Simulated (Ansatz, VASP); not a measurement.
# Two plane-wave programs on Si

INCAR

```
SYSTEM = Si
ALGO = Fast ; EDIFF = 1E-7
ENCUT = 520 ; GGA = CA
ISIF = 2 ; ISMEAR = 0
LASPH = .TRUE. ; LCHARG = .FALSE.
LREAL = Auto ; LWAVE = .FALSE.
NBANDS = 86 ; NELM = 100
PREC = Accurate ; SIGMA = 0.02
```

Contents of KPOINTS:

```
k-points
0
G
  3 3 3
  0 0 0
```

The input POSCAR:

```
Si
1.0
   -5.4019422760     -5.4019422760      5.4019422760
    5.4019422760     -5.4019422760     -5.4019422760
    5.4019422760      5.4019422760      5.4019422760
Si
32
Direct
    0.2500000000      0.7500000000      0.7500000000
    0.0000000000      0.7500000000      0.0000000000
    0.5000000000      0.5000000000      0.7500000000
    0.2500000000      0.5000000000      0.0000000000
    0.0000000000      0.5000000000      0.2500000000
    0.7500000000      0.7500000000      0.2500000000
    0.5000000000      0.7500000000      0.5000000000
    0.0000000000      0.0000000000      0.7500000000
    0.7500000000      0.2500000000      0.7500000000
    0.5000000000      0.2500000000      0.0000000000
    0.2500000000      0.2500000000      0.2500000000
    0.0000000000      0.2500000000      0.5000000000
    0.7500000000      0.5000000000      0.5000000000
    0.7500000000      0.0000000000      0.0000000000
    0.5000000000      0.0000000000      0.2500000000
    0.2500000000      0.0000000000      0.5000000000
    0.2500000000      0.7500000000      0.5000000000
    0.0000000000      0.7500000000      0.7500000000
    0.5000000000      0.5000000000      0.5000000000
    0.2500000000      0.5000000000      0.7500000000
    0.0000000000      0.5000000000      0.0000000000
    0.7500000000      0.7500000000      0.0000000000
    0.5000000000      0.7500000000      0.2500000000
    0.0000000000      0.0000000000      0.5000000000
    0.7500000000      0.2500000000      0.5000000000
    0.5000000000      0.2500000000      0.7500000000
    0.2500000000      0.2500000000      0.0000000000
    0.0000000000      0.2500000000      0.2500000000
    0.7500000000      0.5000000000      0.2500000000
    0.7500000000      0.0000000000      0.7500000000
    0.5000000000      0.0000000000      0.0000000000
    0.2500000000      0.0000000000      0.2500000000
```

Input for Ansatz:

```yaml
crystal:
  lattice:
    - [-5.401942276, -5.401942276, 5.401942276]
    - [5.401942276, -5.401942276, -5.401942276]
    - [5.401942276, 5.401942276, 5.401942276]
  atoms:
    - { symbol: Si, position: [0.25, 0.75, 0.75] }
    - { symbol: Si, position: [0.0, 0.75, 0.0] }
    - { symbol: Si, position: [0.5, 0.5, 0.75] }
    - { symbol: Si, position: [0.25, 0.5, 0.0] }
    - { symbol: Si, position: [0.0, 0.5, 0.25] }
    - { symbol: Si, position: [0.75, 0.75, 0.25] }
    - { symbol: Si, position: [0.5, 0.75, 0.5] }
    - { symbol: Si, position: [0.0, 0.0, 0.75] }
    - { symbol: Si, position: [0.75, 0.25, 0.75] }
    - { symbol: Si, position: [0.5, 0.25, 0.0] }
    - { symbol: Si, position: [0.25, 0.25, 0.25] }
    - { symbol: Si, position: [0.0, 0.25, 0.5] }
    - { symbol: Si, position: [0.75, 0.5, 0.5] }
    - { symbol: Si, position: [0.75, 0.0, 0.0] }
    - { symbol: Si, position: [0.5, 0.0, 0.25] }
    - { symbol: Si, position: [0.25, 0.0, 0.5] }
    - { symbol: Si, position: [0.25, 0.75, 0.5] }
    - { symbol: Si, position: [0.0, 0.75, 0.75] }
    - { symbol: Si, position: [0.5, 0.5, 0.5] }
    - { symbol: Si, position: [0.25, 0.5, 0.75] }
    - { symbol: Si, position: [0.0, 0.5, 0.0] }
    - { symbol: Si, position: [0.75, 0.75, 0.0] }
    - { symbol: Si, position: [0.5, 0.75, 0.25] }
    - { symbol: Si, position: [0.0, 0.0, 0.5] }
    - { symbol: Si, position: [0.75, 0.25, 0.5] }
    - { symbol: Si, position: [0.5, 0.25, 0.75] }
    - { symbol: Si, position: [0.25, 0.25, 0.0] }
    - { symbol: Si, position: [0.0, 0.25, 0.25] }
    - { symbol: Si, position: [0.75, 0.5, 0.25] }
    - { symbol: Si, position: [0.75, 0.0, 0.75] }
    - { symbol: Si, position: [0.5, 0.0, 0.0] }
    - { symbol: Si, position: [0.25, 0.0, 0.25] }
basis:
  ecutwfc: 420
  xc_grid: 2
kpoints:
  mp_grid: { grid: [3, 3, 3], shift: [0.0, 0.0, 0.0] }
hamiltonian:
  xc: lda
scf:
  occupations: { method: gaussian, width: 0.02 }
output:
  forces: true
  stress: true
  eigenvalues: true
```

Alike in both runs: task single point; functional LDA; k mesh 3 × 3 × 3; occupations gaussian, width 0.02 eV; no spin polarisation.

|  | VASP | Ansatz |
| --- | --- | --- |
| version | VASP 6.6.1 | Ansatz 0.2.0 |
| potentials or method | VASP PAW LDA potentials, release 64 (Si) | scalar-relativistic, plane waves, PAW |
| plane-wave cutoff (eV) | 520 | 420 |
| valence electrons in the cell | 128 | 128 |

```csv
,VASP,Ansatz,Ansatz less VASP
gap on the k mesh at the Fermi level (eV),0.57,0.58,+0.002
least direct gap on the mesh (eV),0.57,0.58,+0.002
pressure (GPa),0.1,0.0,-0.05
```

Caveats: an odd mesh through Γ misses points on the zone boundary, where band edges often lie.
